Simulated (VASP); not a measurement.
All values below come from vdW-DF2, VASP's PBE PAW potentials (set 64) (plane waves; VASP).

VASP ran on this input.

**KPOINTS**
```
k-points along high-symmetry lines
10
Line-mode
Reciprocal
  0.000000   0.000000   0.000000 ! GAMMA
  0.000000   0.500000   0.000000 ! M

  0.000000   0.500000   0.000000 ! M
 -0.333333   0.666667   0.000000 ! K

 -0.333333   0.666667   0.000000 ! K
  0.000000   0.000000   0.000000 ! GAMMA

  0.000000   0.000000   0.000000 ! GAMMA
  0.000000   0.000000   0.500000 ! A

  0.000000   0.000000   0.500000 ! A
  0.000000   0.500000   0.500000 ! L

  0.000000   0.500000   0.500000 ! L
 -0.333333   0.666667   0.500000 ! H

 -0.333333   0.666667   0.500000 ! H
  0.000000   0.000000   0.500000 ! A

  0.000000   0.500000   0.500000 ! L
  0.000000   0.500000   0.000000 ! M

 -0.333333   0.666667   0.500000 ! H
 -0.333333   0.666667   0.000000 ! K
```

### INCAR
```
# general
SYSTEM   = MoTe2
PREC     = Accurate
ENCUT    = 520
LREAL    = F
LASPH    = T
ICHARG   = 11

# electronic loop
EDIFF    = 1E-7
NELM     = 100
ALGO     = Normal
LMAXMIX  = 4

# smearing
ISMEAR   = 0
SIGMA    = 0.05

# functional
GGA      = ML
LUSE_VDW = T
AGGAC    = 0.0
ZAB_VDW  = -1.8867

# output
LWAVE    = F
LCHARG   = F
LORBIT   = 11
```

### POSCAR
```
MoTe2
1
    1.8588736013    -3.2196630301     0.0000000000
    1.8588736013     3.2196630301     0.0000000000
    0.0000000000     0.0000000000    14.8863893355
Te Mo
4 2
Direct
  0.3333330000   0.6666670000   0.8728189676
  0.6666670000   0.3333330000   0.3728189676
  0.6666670000   0.3333330000   0.1271810324
  0.3333330000   0.6666670000   0.6271810324
  0.3333330000   0.6666670000   0.2500000000
  0.6666670000   0.3333330000   0.7500000000
```

POTCAR, in this order: Te Mo_sv (PBE.64 set). Program: vasp_std. Read from the step before: CHGCAR.

### Question
What will the output report for the number of irreducible k-points (NKPTS), largest plane-wave count, number of space-group operations, FFT grid (NGX, NGY, NGZ)?

### Answer

```
Quantity                                        Value
--------------------------------------  -------------
number of irreducible k-points (NKPTS)             90
largest plane-wave count                         4830
number of space-group operations                   24
FFT grid (NGX, NGY, NGZ)                28 × 28 × 112
```

The compound is MoTe2 in the 2H layered structure. It was relaxed first, which changed the volume by +19 %.
